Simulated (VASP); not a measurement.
# MoAs (relaxed from the CsCl type structure, space group Pm-3m): computed properties

These are PBEsol GGA, VASP's PBE PAW potentials (set 64) (plane waves; VASP) values and carry that method's errors.

| Quantity | Value |
|---|---|
| space group | Pm-3m (221) |
| cell | a = 3.0868 Å, b = 3.0868 Å, c = 3.0868 Å, α = 90.00°, β = 90.00°, γ = 90.00° |
| volume per atom | 14.71 Å^3/atom |
| band gap (over mesh and band path) | none (metal, semimetal or under 0.01 eV) |
| density | 9.65 g/cm³ |

```xyz
2
Lattice="3.0868 0.0000 0.0000 0.0000 3.0868 0.0000 0.0000 0.0000 3.0868" Properties=species:S:1:pos:R:3 pbc="T T T"
Mo     0.0000     0.0000     0.0000
As     1.5434     1.5434     1.5434
```

The structure was generated: MoAs was put into the CsCl type type (Pm-3m), which need not be its known phase. It was relaxed first, which changed the volume by -34 %. Symmetry was kept, so distortions that lower it aren't found. The electron count is odd and the run is not spin-polarised, which forces a metal.
